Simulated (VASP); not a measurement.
Method: RPBE GGA, VASP's PBE PAW potentials (set 64) (plane waves; VASP).

The input files of a VASP run:

### INCAR
```
ALGO = Normal
EDIFF = 1E-7
ENCUT = 520
GGA = RP
ISIF = 2
ISMEAR = -5
LASPH = .TRUE.
LCHARG = .TRUE.
LMAXMIX = 6
LORBIT = 11
LREAL = .FALSE.
LWAVE = .FALSE.
NEDOS = 601
NELM = 100
PREC = Accurate
SYSTEM = W
```

File KPOINTS:
```
Automatic mesh
0
Gamma
18 18 18
0 0 0
```

File POSCAR:
```
W
1
   -1.5999316343     1.5999316343     1.5999316343
    1.5999316343    -1.5999316343     1.5999316343
    1.5999316343     1.5999316343    -1.5999316343
W
1
Direct
  0.0000000000   0.0000000000   0.0000000000
```

POTCAR, in this order: W_sv (PBE.64 set). Program: vasp_std.

Output of the run:

OSZICAR:
```
       N       E                     dE             d eps       ncg     rms          rms(c)
DAV:   1     0.779335490046E+02    0.77934E+02   -0.79199E+03  4330   0.144E+03
DAV:   2    -0.113430102542E+02   -0.89277E+02   -0.86569E+02  4644   0.334E+02
DAV:   3    -0.130025055676E+02   -0.16595E+01   -0.16397E+01  4981   0.443E+01
DAV:   4    -0.130118074376E+02   -0.93019E-02   -0.92992E-02  4587   0.355E+00
DAV:   5    -0.130118805107E+02   -0.73073E-04   -0.73070E-04  4865   0.327E-01    0.194E+01
DAV:   6    -0.125306949582E+02    0.48119E+00   -0.59424E-01  4551   0.103E+01    0.756E+00
DAV:   7    -0.124068628524E+02    0.12383E+00   -0.32350E-01  4719   0.718E+00    0.753E-01
DAV:   8    -0.124035408888E+02    0.33220E-02   -0.38767E-03  4431   0.927E-01    0.951E-02
DAV:   9    -0.124035818321E+02   -0.40943E-04   -0.19024E-04  4887   0.187E-01    0.477E-02
DAV:  10    -0.124035813298E+02    0.50232E-06   -0.19396E-05  4604   0.639E-02    0.761E-03
DAV:  11    -0.124035827113E+02   -0.13815E-05   -0.27611E-07  4489   0.703E-03    0.677E-04
DAV:  12    -0.124035818587E+02    0.85254E-06   -0.11209E-08  2454   0.134E-03    0.876E-05
DAV:  13    -0.124035818886E+02   -0.29845E-07   -0.87748E-10  2262   0.458E-04
   1 F= -.12403582E+02 E0= -.12403582E+02  d E =0.000000E+00
```

File OUTCAR:
```
------------------------ aborting loop because EDIFF is reached ----------------------------------------
  FORCE on cell =-STRESS in cart. coord.  units (eV):
  Direction    XX          YY          ZZ          XY          YZ          ZX
  --------------------------------------------------------------------------------------
  Total       -0.0211618     -0.0211618     -0.0211618      0.0000000      0.0000000      0.0000000
  in kB       -2.0696605     -2.0696605     -2.0696605      0.0000000      0.0000000      0.0000000
  external PRESSURE =      -2.0696605 kB  Pullay stress =       0.0000000 kB
  volume of cell :       16.38
      direct lattice vectors                 reciprocal lattice vectors
    -1.599931634  1.599931634  1.599931634     0.000000000  0.312513353  0.312513353
     1.599931634 -1.599931634  1.599931634     0.312513353  0.000000000  0.312513353
     1.599931634  1.599931634 -1.599931634     0.312513353  0.312513353  0.000000000
 POSITION                                       TOTAL-FORCE (eV/Angst)
 -----------------------------------------------------------------------------------
      0.00000      0.00000      0.00000         0.000000      0.000000     -0.000000
 -----------------------------------------------------------------------------------
    total drift:                               -0.000000      0.000000      0.000000
  FREE ENERGIE OF THE ION-ELECTRON SYSTEM (eV)
  ---------------------------------------------------
  free  energy   TOTEN  =       -12.4035818886 eV

  energy  without entropy=      -12.4035818886  energy(sigma->0) =      -12.40358189

 total charge

# of ion       s       p       d       tot
------------------------------------------
    1        2.391   6.329   3.290  12.011
```
(Selected blocks of OUTCAR.)

### OUTCAR
```
 val. band max:       11.2204903179   @ k =   0.4444   0.0556   0.0000

 cond. band min:      11.0271143748   @ k =  -0.2778   0.3333   0.1667


 Fermi energy:        11.0800578501

 k-point     1 :       0.0000    0.0000    0.0000
  band No.  band energies     occupation
      1     -63.2085      2.00000
      2     -26.8125      2.00000
      3     -26.8125      2.00000
      4     -26.8125      2.00000
      5       1.6039      2.00000
      6       9.8850      2.00000
      7       9.8850      2.00000
      8       9.8850      2.00000
      9      13.2589      0.00000
     10      13.2589      0.00000
     11      25.4687      0.00000

 k-point     2 :       0.0556    0.0000    0.0000
  band No.  band energies     occupation
      1     -63.2051      2.00000
      2     -26.8498      2.00000
      3     -26.8242      2.00000
      4     -26.8126      2.00000
      5       1.7477      2.00000
      6       9.7977      2.00000
      7       9.8655      2.00000
      8      10.0229      2.00000
      9      13.1192      0.00000
     10      13.2598      0.00000
     11      25.5907      0.00000

 k-point     3 :       0.1111    0.0000    0.0000
  band No.  band energies     occupation
      1     -63.1952      2.00000
      2     -26.9562      2.00000
      3     -26.8579      2.00000
      4     -26.8131      2.00000
      5       2.1640      2.00000
      6       9.5564      2.00000
      7       9.7814      2.00000
      8      10.4324      2.04259
      9      12.8178      0.00000
     10      13.2694      0.00000
     11      25.8938      0.00000

 k-point     4 :       0.1667    0.0000    0.0000
  band No.  band energies     occupation
      1     -63.1799      2.00000
      2     -27.1164      2.00000
      3     -26.9091      2.00000
      4     -26.8137      2.00000
      5       2.8038      2.00000
      6       9.2117      2.00000
      7       9.5902      2.00000
      8      11.0996      0.79187
      9      12.5919      0.00000
...
```

For a metal the tetrahedron method with Blöchl corrections gives inexact stress and forces. Unless said otherwise, spin-orbit coupling is left out, though it shifts the bands of the heavy elements here.

The compound is W in the bcc structure. It was relaxed first.
